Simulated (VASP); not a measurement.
# Co4H6CO3 (Cm) in VASP: single point with PBE+U

Aim: the single point of Co4H6CO3 with PBE+U.

All numbers are computed with VASP 6.6.1; they aren't measurements. Logs are shortened: lines on timing, memory, paths and dates and some standing lists are left out, and cuts for length are marked.

### Step 1. Starting point

Symmetry: Cm, No. 8, monoclinic system. Conventional cell: a = 11.120 Å, b = 7.409 Å, c = 3.696 Å, α = 90.00°, β = 93.95°, γ = 90.00°. Around Co (site symmetry m) lie 3 O at 1.27 to 1.29 Å. Co (site symmetry m) has 2 H at 1.04 Å as nearest neighbours. Co (site symmetry 1) has 2 H at 1.04 Å as nearest neighbours. O (site symmetry m) is surrounded by 1 Co at 1.29 Å. O (site symmetry 1) is surrounded by 1 Co at 1.27 Å. Around C (site symmetry m) lie 3 Co at 1.29 to 1.34 Å. Around H (site symmetry 1) lie 1 Co at 1.04 Å. Around H (site symmetry 1) lie 1 Co at 1.04 Å.

The cell was built by a generator and needn't be a form met in nature.

### Step 2. Single point, PBE+U

INCAR

```
PREC     = Accurate       # precision mode
ENCUT    = 520            # plane-wave cutoff, eV
EDIFF    = 1E-7           # SCF threshold, eV
ISMEAR   = 0              # smearing method
SIGMA    = 0.0407         # smearing width, eV
LREAL    = F              # projectors in reciprocal space
LASPH    = T              # aspherical terms in the spheres
NELM     = 150            # most SCF steps
ALGO     = Normal         # electronic algorithm
ISIF     = 2              # what is computed and relaxed
LWAVE    = F              # write WAVECAR
LCHARG   = F              # write CHGCAR
LMAXMIX  = 4              # l up to which the mixer works
LDAU     = T              # DFT+U
LDAUTYPE = 2            
LDAUL    = 2 -1 -1 -1     # shell
LDAUU    = 5.1 0 0 0      # U, eV
LDAUJ    = 0 0 0 0      
LDAUPRINT= 1            
GGA      = PE             # functional
NBANDS   = 45             # bands
```

KPOINTS

```
regular mesh
0
Gamma
  3 3 5
```

POSCAR

```
Co4H6CO3
1.0
    4.5653653100      3.7045820800      3.1734317500
    4.5653653100     -3.7045820800      3.1734317500
    1.8954990100      0.0000000000     -3.1734317500
Co O C H
4 3 1 6
Direct
    0.5464000000      0.5464000000      0.0013000000
    0.0971000000      0.0971000000      0.2177000000
    0.4119000000      0.1053000000      0.4840000000
    0.1053000000      0.4119000000      0.4840000000
    0.6512000000      0.6512000000      0.1753000000
    0.6515000000      0.3499000000      0.9057000000
    0.3499000000      0.6515000000      0.9057000000
    0.2000000000      0.2000000000      0.4000000000
    0.2019750000      0.9415380000      0.1411090000
    0.9415380000      0.2019750000      0.1411090000
    0.4718840000      0.1833990000      0.6873640000
    0.1833990000      0.4718840000      0.6873640000
    0.4691160000      0.9526830000      0.3545990000
    0.9526830000      0.4691160000      0.3545990000
```

Potentials or basis: VASP PAW PBE potentials, release 64 (Co, O, C, H).

On the command line:

```bash
> cat potpaw_PBE.64/Co/POTCAR potpaw_PBE.64/O/POTCAR potpaw_PBE.64/C/POTCAR potpaw_PBE.64/H/POTCAR > POTCAR
> mpirun -np 1 vasp_std > vasp.out
```

OUTCAR:

```text
PREC = Accurate
   ENCUT = 520
   EDIFF = 1E-7
   ISMEAR = 0
   LREAL = F
   LASPH = T
   NELM = 150
   ISIF = 2
   GGA = PE

 ion  position               nearest neighbor table
   1  0.546  0.546  0.001-   6 1.27   7 1.27   5 1.29
   2  0.097  0.097  0.218-   9 1.04  10 1.04   8 1.29   4 2.29   3 2.29
   3  0.412  0.105  0.484-  13 1.04  11 1.04   8 1.34   4 2.27   2 2.29
   4  0.105  0.412  0.484-  14 1.04  12 1.04   8 1.34   3 2.27   2 2.29
   5  0.651  0.651  0.175-   1 1.29
   6  0.651  0.350  0.906-   1 1.27
   7  0.350  0.651  0.906-   1 1.27
   8  0.200  0.200  0.400-   2 1.29   3 1.34   4 1.34
   9  0.202  0.942  0.141-   2 1.04
  10  0.942  0.202  0.141-   2 1.04
  11  0.472  0.183  0.687-   3 1.04
  12  0.183  0.472  0.687-   4 1.04
  13  0.469  0.953  0.355-   3 1.04
  14  0.953  0.469  0.355-   4 1.04

 -----------------------------------------------------------------------------
|                                                                             |
|           W    W    AA    RRRRR   N    N  II  N    N   GGGG   !!!           |
|           W    W   A  A   R    R  NN   N  II  NN   N  G    G  !!!           |
|           W    W  A    A  R    R  N N  N  II  N N  N  G       !!!           |
|           W WW W  AAAAAA  RRRRR   N  N N  II  N  N N  G  GGG   !            |
|           WW  WW  A    A  R   R   N   NN  II  N   NN  G    G                |
|           W    W  A    A  R    R  N    N  II  N    N   GGGG   !!!           |
|                                                                             |
|     The distance between some ions is very small. Please check the          |
|     nearest-neighbor list in the OUTCAR file.                               |
|     I HOPE YOU KNOW WHAT YOU ARE DOING!                                     |
|                                                                             |
 -----------------------------------------------------------------------------

  LATTYP: Found a base centered monoclinic cell.
 ALAT       =    11.1199333605
 B/A-ratio  =     0.6662957340
 C/A-ratio  =     0.3324146502
 COS(beta)  =    -0.0689481421

  Lattice vectors:

 A1 = (   4.5653653100,   3.7045820800,   3.1734317500)
 A2 = (   4.5653653100,  -3.7045820800,   3.1734317500)
 A3 = (   1.8954990100,   0.0000000000,  -3.1734317500)

Analysis of symmetry for initial positions (statically):
=====================================================================
 Subroutine PRICEL returns:
 Original cell was already a primitive cell.

 Routine SETGRP: Setting up the symmetry group for a
 base centered monoclinic supercell.

 Subroutine GETGRP returns: Found  2 space group operations
 (whereof  2 operations were pure point group operations)
 out of a pool of  4 trial point group operations.

The static configuration has the point symmetry C_1h.

Analysis of symmetry for dynamics (positions and initial velocities):
=====================================================================
 Subroutine PRICEL returns:
 Original cell was already a primitive cell.

 Routine SETGRP: Setting up the symmetry group for a
 base centered monoclinic supercell.

 Subroutine GETGRP returns: Found  2 space group operations
 (whereof  2 operations were pure point group operations)
 out of a pool of  4 trial point group operations.

The dynamic configuration has the point symmetry C_1h.

 Subroutine INISYM returns: Found  2 space group operations
 (whereof  2 operations are pure point group operations),
 and found     1 'primitive' translations

----------------------------------------------------------------------------------------

                                     Primitive cell

  volume of cell :     151.9109

[... 74 lines left out ...]
  0.333333 -0.000000  0.200000      4.000000
[... 8 lines left out ...]
 -0.333333  0.333333  0.400000      4.000000
 -0.333333 -0.333333  0.400000      2.000000
   k-points           NKPTS =     16   k-points in BZ     NKDIM =     16   number of bands    NBANDS=     45
   number of dos      NEDOS =    301   number of ions     NIONS =     14
   total plane-waves  NPLWV =  70000
   dimension x,y,z NGX =    50 NGY =   50 NGZ =   28
   dimension x,y,z NGXF=   100 NGYF=  100 NGZF=   56
   ions per type =               4   3   1   6
   NGX,Y,Z   is equivalent  to a cutoff of  12.44, 12.44, 12.59 a.u.
   NGXF,Y,Z  is equivalent  to a cutoff of  24.88, 24.88, 25.19 a.u.
 SYSTEM =  unknown system
   PREC   = accura    normal or accurate (medium, high low for compatibility)
   ISTART =      0    job   : 0-new  1-cont  2-samecut
   ICHARG =      2    charge: 1-file 2-atom 10-const
   ISPIN  =      1    spin polarized calculation?
   LNONCOLLINEAR =      F non collinear calculations
   LSORBIT =      F    spin-orbit coupling
   LASPH  =      T    aspherical Exc in radial PAW
   ENCUT  =  520.0 eV  38.22 Ry    6.18 a.u.  12.42 12.42  6.87*2*pi/ulx,y,z
   NELM   =    150;   NELMIN=  2; NELMDL= -5     # of ELM steps
   EDIFF  = 0.1E-06   stopping-criterion for ELM
   LREAL  =      F    real-space projection
   EDIFFG = 0.1E-05   stopping-criterion for IOM
   NSW    =      0    number of steps for IOM
   IBRION =     -1    ionic relax: 0-MD 1-quasi-New 2-CG
   NFREE  =      0    steps in history (QN), initial steepest desc. (CG)
   ISIF   =      2    stress and relaxation
   ISYM   =      2    0-nonsym 1-usesym 2-fastsym
   POTIM  = 0.5000    time-step for ionic-motion
   TEBEG  =    0.0;   TEEND  =   0.0 temperature during run
   PSTRESS=    0.0 pullay stress
   NELECT =      64.0000    total number of electrons
   NUPDOWN=      -1.0000    fix difference up-down
   EMIN   =  10.00;   EMAX   =-10.00  energy-range for DOS
   EFERMI =   0.00;   METHOD = LEGACY
   ISMEAR =     0;   SIGMA  =   0.04  broadening in eV -4-tet -1-fermi 0-gaus
   EFERMI_NEDOS =   21; number of points for ismear=-14 and -15
   IALGO  =     38    algorithm
   IMIX   =      4    mixing-type and parameters
     AMIX     =   0.40;   BMIX     =  1.00
     AMIX_MAG =   1.60;   BMIX_MAG =  1.00
  volume/ion in A,a.u.               =      10.85        73.22
  Fermi-wavevector in a.u.,A,eV,Ry     =   1.227265  2.319195 20.492828  1.506180
  Thomas-Fermi vector in A             =   2.362235
   LORBIT       =      0    0 simple, 1 ext, 2 COOP (PROOUT), +10 PAW based schemes
 LDA+U is selected, type is set to LDAUTYPE =  2
   angular momentum for each species LDAUL =     2   -1   -1   -1
   U (eV)           for each species LDAUU =   5.1  0.0  0.0  0.0
   J (eV)           for each species LDAUJ =   0.0  0.0  0.0  0.0
   GGA     = PE    functional components
   LHFCALC =     F    Hartree Fock is set to
   AEXX    =    0.0000 exact exchange contribution
   IVDW    =     0    specifies the selected vdW correction
   LEPSILON=     F    determine dielectric tensor
   LRPA    =     F    only Hartree local field effects (RPA)
 non-spin polarized calculation
 Gauss-broadening in eV      SIGMA  =   0.04
  energy-cutoff  :      520.00
  volume of cell :      151.91
 maximum number of plane-waves:      4107
 NGX is ok and might be reduce to    50
   NGX = 25   NGY = 25   NGZ = 13

atom =   1  type =  1  l = 2

 onsite density matrix

spin component  1
[... 116 lines left out ...]
  o =  0.8587  v = -0.2703 -0.5166  0.4603  0.6584 -0.1213  0.0000  0.0000  0.0000  0.0000  0.0000      0.0000  0.0000  0.0000  0.0000  0.0000  0.0000  0.0000  0.0000  0.0000  0.0000
  o =  0.8587  v =  0.0000  0.0000  0.0000  0.0000  0.0000 -0.2703 -0.5166  0.4603  0.6584 -0.1213      0.0000  0.0000  0.0000  0.0000  0.0000  0.0000  0.0000  0.0000  0.0000  0.0000
  o =  0.8875  v = -0.4820 -0.0911  0.0959 -0.1803  0.8471  0.0000  0.0000  0.0000  0.0000  0.0000      0.0000  0.0000  0.0000  0.0000  0.0000  0.0000  0.0000  0.0000  0.0000  0.0000
  o =  0.8875  v =  0.0000  0.0000  0.0000  0.0000  0.0000 -0.4820 -0.0911  0.0959 -0.1803  0.8471      0.0000  0.0000  0.0000  0.0000  0.0000  0.0000  0.0000  0.0000  0.0000  0.0000
  o =  0.9050  v =  0.0000  0.0000  0.0000  0.0000  0.0000  0.4902 -0.7320 -0.4072 -0.0449  0.2368      0.0000  0.0000  0.0000  0.0000  0.0000  0.0000  0.0000  0.0000  0.0000  0.0000
  o =  0.9050  v =  0.4902 -0.7320 -0.4072 -0.0449  0.2368  0.0000  0.0000  0.0000  0.0000  0.0000      0.0000  0.0000  0.0000  0.0000  0.0000  0.0000  0.0000  0.0000  0.0000  0.0000
  o =  0.9492  v =  0.0000  0.0000  0.0000  0.0000  0.0000  0.2046  0.4108 -0.3650  0.7273  0.3567      0.0000  0.0000  0.0000  0.0000  0.0000  0.0000  0.0000  0.0000  0.0000  0.0000
  o =  0.9492  v =  0.2046  0.4108 -0.3650  0.7273  0.3567  0.0000  0.0000  0.0000  0.0000  0.0000      0.0000  0.0000  0.0000  0.0000  0.0000  0.0000  0.0000  0.0000  0.0000  0.0000
  o =  0.9842  v = -0.6422 -0.1420 -0.6928  0.0557 -0.2904  0.0000  0.0000  0.0000  0.0000  0.0000      0.0000  0.0000  0.0000  0.0000  0.0000  0.0000  0.0000  0.0000  0.0000  0.0000
  o =  0.9842  v =  0.0000  0.0000  0.0000  0.0000  0.0000 -0.6422 -0.1420 -0.6928  0.0557 -0.2904      0.0000  0.0000  0.0000  0.0000  0.0000  0.0000  0.0000  0.0000  0.0000  0.0000

 number of electron      63.9999990 magnetization

 Free energy of the ion-electron system (eV)
  ---------------------------------------------------
  ext. energy  EPLUGINS =         0.00000000
  ---------------------------------------------------
  free energy    TOTEN  =        -5.64299326 eV

  energy without entropy =       -5.63909808  energy(sigma->0) =       -5.64104567

 E-fermi :   2.0383     XC(G=0):  -8.4834

 val. band max:        2.0365053480   @ k =  -0.3333   0.3333   0.0000
 cond. band min:       2.0631799516   @ k =   0.0000   0.0000   0.0000
 fundamental gap:      0.0266746037
 Fermi energy:         2.0383396840

 k-point     1 :       0.0000    0.0000    0.0000
  band No.  band energies     occupation
      1     -20.1760      2.00000
      2     -19.0130      2.00000
      3     -18.5167      2.00000
      4     -10.7465      2.00000
      5      -9.2603      2.00000
      6      -9.1276      2.00000
[... 741 lines left out ...]
     43       8.6868      0.00000
     44       8.9959      0.00000
 [bands above 44 left out]

------------------------ aborting loop because EDIFF is reached ----------------------------------------

  FORCE on cell =-STRESS in cart. coord.  units (eV):
  Direction    XX          YY          ZZ          XY          YZ          ZX
  --------------------------------------------------------------------------------------
  -------------------------------------------------------------------------------------
  Total      178.8905713    174.7698430      2.6125702      0.0000000      0.0000000     -3.5488150
  in kB     1886.7268624   1843.2662781     27.5543108      0.0000000      0.0000000    -37.4287172
  external PRESSURE =    1252.5158171 kB  Pullay stress =       0.0000000 kB

 VOLUME and BASIS-vectors are now :
 -----------------------------------------------------------------------------
  energy-cutoff  :      520.00
  volume of cell :      151.91
      direct lattice vectors                 reciprocal lattice vectors
     4.565365310  3.704582080  3.173431750     0.077389026  0.134967991  0.046224666
     4.565365310 -3.704582080  3.173431750     0.077389026 -0.134967991  0.046224666
     1.895499010  0.000000000 -3.173431750     0.154778053  0.000000000 -0.222666945

 POSITION                                       TOTAL-FORCE (eV/Angst)
 -----------------------------------------------------------------------------------
      4.99150      0.00000      3.46380        -0.197088     -0.000000     -4.150045
      1.29924      0.00000     -0.07458       -15.402952     -0.000000     -5.789094
      3.27863      1.13582      0.10536         5.127152      7.213303      4.482050
      3.27863     -1.13582      0.10536         5.127152     -7.213303      4.482050
      6.27821      0.00000      3.57677        33.574580     -0.000000      3.602667
      6.28851      1.11730      0.30370       -16.543079     31.634544      0.506789
      6.28851     -1.11730      0.30370       -16.543079    -31.634544      0.506789
      2.58435      0.00000      0.00000         6.122614     -0.000000     -2.134614
      5.48803     -2.73977      3.18106        -6.647794     18.313145      1.924820
      5.48803      2.73977      3.18106        -6.647794    -18.313145      1.924820
      4.29450      1.06872     -0.10181        18.954112     -1.799961     -4.364176
      4.29450     -1.06872     -0.10181        18.954112      1.799961     -4.364176
      7.16317     -1.79141      3.38669       -12.938969     14.481037      1.686059
      7.16317      1.79141      3.38669       -12.938969    -14.481037      1.686059
 -----------------------------------------------------------------------------------
    total drift:                                0.000889     -0.000000      0.000074

  FREE ENERGIE OF THE ION-ELECTRON SYSTEM (eV)
  ---------------------------------------------------
  free  energy   TOTEN  =        -5.6429932576 eV

  energy  without entropy=       -5.6390980768  energy(sigma->0) =       -5.64104567
```

It took 5.6 min on 1 thread of AMD EPYC 9R45 (Zen 5), shared host; peak memory 0.27 GiB.

What came out:

* Free energy: -5.6430 eV
* Pressure: 125.3 GPa
* Largest force: 35.703 eV/Å
* Band gap on the k mesh: 0.03 eV, indirect (least direct gap 0.05 eV)

Forces in eV/Å, atoms in the order of the input:
```
Co   -0.197   0.000  -4.150
Co  -15.403   0.000  -5.789
Co    5.127   7.213   4.482
Co    5.127  -7.213   4.482
O    33.575   0.000   3.603
O   -16.543  31.635   0.507
O   -16.543 -31.635   0.507
C     6.123   0.000  -2.135
H    -6.648  18.313   1.925
H    -6.648 -18.313   1.925
H    18.954  -1.800  -4.364
H    18.954   1.800  -4.364
H   -12.939  14.481   1.686
H   -12.939 -14.481   1.686
```

Stress tensor (GPa, compression positive):
```
188.67   0.00  -3.74
  0.00 184.33   0.00
 -3.74   0.00   2.76
```

Eigenvalues of the final occupation matrices:
| site | spin | trace | eigenvalues |
| --- | --- | --- | --- |
| site 1 d | 1 | 4.81 | 0.66 0.99 1.00 1.04 1.12 |
| site 1 d | 2 | 4.81 | 0.66 0.99 1.00 1.04 1.12 |
| site 2 d | 1 | 4.63 | 0.87 0.90 0.92 0.94 1.00 |
| site 2 d | 2 | 4.63 | 0.87 0.90 0.92 0.94 1.00 |
| site 3 d | 1 | 4.58 | 0.86 0.89 0.91 0.95 0.98 |
| site 3 d | 2 | 4.58 | 0.86 0.89 0.91 0.95 0.98 |
| site 4 d | 1 | 4.58 | 0.86 0.89 0.91 0.95 0.98 |
| site 4 d | 2 | 4.58 | 0.86 0.89 0.91 0.95 0.98 |

Caveat: a pressure of tens of GPa on the cell as given is suspect, and the run, the potentials or the cell itself is likely at fault; an odd mesh through Γ misses points on the zone boundary, where band edges often lie; forces of over 1 eV/Å show positions far from the minimum, so gaps and moduli don't describe the material at rest. Spin polarisation is off, so any magnetic state and its effect on volume and gap are missing.
